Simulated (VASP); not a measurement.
Ni3Fe (L1_2): computed properties

Method: PBEsol GGA, VASP's PBE PAW potentials (set 64) (plane waves; VASP).

```yaml
space_group: Pm-3m (221)
cell: a = b = c = 3.4842 Å, α = β = γ = 90.00°
volume_per_atom: 10.57 Å³/atom
band gap (over mesh and band path): none (metal, semimetal or under 0.01 eV)
cell_moment: 4.62 μB
density: 9.11 g/cm³
```

```yaml
crystal:
  lattice:
    - [3.48418, 0.00000, 0.00000]
    - [0.00000, 3.48418, 0.00000]
    - [0.00000, 0.00000, 3.48418]
  atoms:
    - { symbol: Fe, position: [0.00000, 0.00000, 0.00000], spin: 2.8 }
    - { symbol: Ni, position: [0.00000, 0.50000, 0.50000], spin: 0.6 }
    - { symbol: Ni, position: [0.50000, 0.00000, 0.50000], spin: 0.6 }
    - { symbol: Ni, position: [0.50000, 0.50000, 0.00000], spin: 0.6 }
```

The compound is Ni3Fe in the L1_2 structure. It was relaxed first, which changed the volume by -5 %. Symmetry was kept, so distortions that lower it aren't found.
